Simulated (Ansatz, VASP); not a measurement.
## Sc3BP2 in VASP and in Ansatz

```
Sc B P
1.0
     6.54863    0.00000    0.00000
    -3.27431    5.67128    0.00000
     0.00000    0.00000    3.52064
Sc B P
3 1 2
Direct
  0.00000 0.50000 0.00000
  0.50000 0.50000 0.00000
  0.50000 0.00000 0.00000
  0.00000 0.00000 0.50000
  0.66667 0.33333 0.50000
  0.33333 0.66667 0.50000
```

Change from the starting cell: species swapped into the DyB2Rh3 type (P6/mmm, No. 191).

Alike in both runs: functional PBE; k mesh 6 × 6 × 10; occupations gaussian, width 0.1 eV; no spin polarisation.

Ansatz relaxed the structure, and its values are those at the end. VASP's run is a single point on that final structure, the one shown.

```csv
,VASP,Ansatz
version,VASP 6.6.1,Ansatz 0.2.0
potentials or method,"VASP PAW PBE potentials, release 64 (Sc_sv, B, P)","scalar-relativistic, plane waves, PAW"
plane-wave cutoff (eV),520,420
valence electrons in the cell,46,46
```

```tsv
	VASP	Ansatz	Ansatz less VASP
gap on the k mesh at the Fermi level (eV)	none	none	-
pressure (GPa)	0.1	0.0	-0.14
```

A gap of «none» marks a metal or a gap that the smearing closes. With one functional, cell and mesh, what is left measures potentials, basis and numerics.
